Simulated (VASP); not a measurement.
Method: LDA (Ceperley-Alder, Perdew-Zunger), VASP's LDA PAW potentials (set 64) (plane waves; VASP 6.6.1).

VASP ran on this input.

INCAR:
```
! general
SYSTEM =KF
PREC   =Accurate
ENCUT  =620
LREAL  =.FALSE.   ! projection in real space or not
LASPH  =.TRUE.   ! aspherical one-centre terms

! electronic loop
EDIFF  =1E-6   ! SCF stop (eV)
NELM   =100   ! most electronic steps
ALGO   =Normal   ! blocked Davidson

! smearing
ISMEAR =0   ! Gaussian
SIGMA  =0.05   ! width (eV)

! ions
IBRION =2
NSW    =40   ! most ionic steps
ISIF   =3   ! ions, shape and volume
EDIFFG =-0.02   ! ionic stop
PSTRESS=100   ! kbar

! output
LWAVE  =.FALSE.
LCHARG =.FALSE.
```

POSCAR:
```
KF
1.0
  0.0000000000   2.4554541475   2.4554541475
  2.4554541475   0.0000000000   2.4554541475
  2.4554541475   2.4554541475   0.0000000000
K F
1 1
Cart
  0.0000000000   0.0000000000   0.0000000000
  2.4554541475   2.4554541475   2.4554541475
```

KPOINTS:
```
Automatic mesh
0
Gamma
9 9 9
0 0 0
```

POTCAR, in this order: K_sv F (LDA.64 set). Program: vasp_std.

Q: What will the output report for the number of irreducible k-points (NKPTS), largest plane-wave count, number of space-group operations, FFT grid (NGX, NGY, NGZ)?

A: 
- number of irreducible k-points (NKPTS): 35
- largest plane-wave count: 1049
- number of space-group operations: 48
- FFT grid (NGX, NGY, NGZ): 28 × 28 × 28

The compound is KF in the rock salt structure. It was relaxed first under an external pressure of 10 GPa.
